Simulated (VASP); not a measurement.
Data:

```
CELL_PARAMETERS angstrom
      0.00000     2.88000     2.88000
      2.88000     0.00000     2.88000
      2.88000     2.88000     0.00000
ATOMIC_POSITIONS crystal
  Sm 0.00000 0.00000 0.00000
  P  0.50000 0.50000 0.50000
```
Starting moments (μB, in the order of the record's atoms Sm P): 5.0 0.0.

All values below come from PBEsol GGA, VASP's PBE PAW potentials (set 64) (plane waves; VASP 6.6.1). Numerical set-up: 300 eV cut-off, 7×7×7 Γ-centred mesh, Fermi-Dirac smearing of 0.14 eV, potentials Sm P.

### Question
Give the spin-up energies of bands 6 to 16 at the high-symmetry points, in eV from the Fermi level.

### Answer

```tsv
band	Γ	X	U	L	W
6	-0.78	-1.39	-1.88	-3.48	-1.78
7	-0.78	-0.80	-1.38	-1.50	-1.31
8	-0.78	-0.80	-1.04	-1.50	-1.31
9	-0.30	-0.27	-0.27	-0.30	-0.27
10	-0.16	-0.22	-0.27	-0.30	-0.27
11	-0.16	-0.22	-0.24	-0.29	-0.22
12	-0.16	-0.22	-0.21	-0.20	-0.22
13	1.72	-0.16	-0.21	-0.20	-0.18
14	1.72	0.03	-0.16	-0.16	-0.16
15	1.72	0.90	0.15	-0.14	-0.02
16	2.10	0.90	2.23	5.00	3.72
```

### Question
Give the spin-down energies of bands 6 to 16 at the high-symmetry points, in eV from the Fermi level.

### Answer

```csv
band,Γ,X,U,L,W
6,0.42,-1.21,-1.70,-3.35,-1.63
7,0.42,-0.02,-1.20,-1.44,-1.10
8,0.42,-0.02,-0.75,-1.44,-1.10
9,2.58,0.42,2.02,2.98,2.90
10,2.58,3.41,3.33,3.32,2.90
11,2.58,3.45,3.40,3.32,3.47
12,3.26,3.50,3.47,3.49,3.47
13,3.51,3.50,3.48,3.49,3.48
14,3.51,3.61,3.62,3.61,3.62
15,3.66,3.91,3.67,3.66,3.65
16,3.66,3.91,4.01,5.74,4.65
```

It has no gap at this level: it comes out as a metal or semimetal.

The structure comes from a measured SmP entry (Fm-3m) of the Crystallography Open Database, whose conditions weren't checked. The cell was not relaxed at this level.
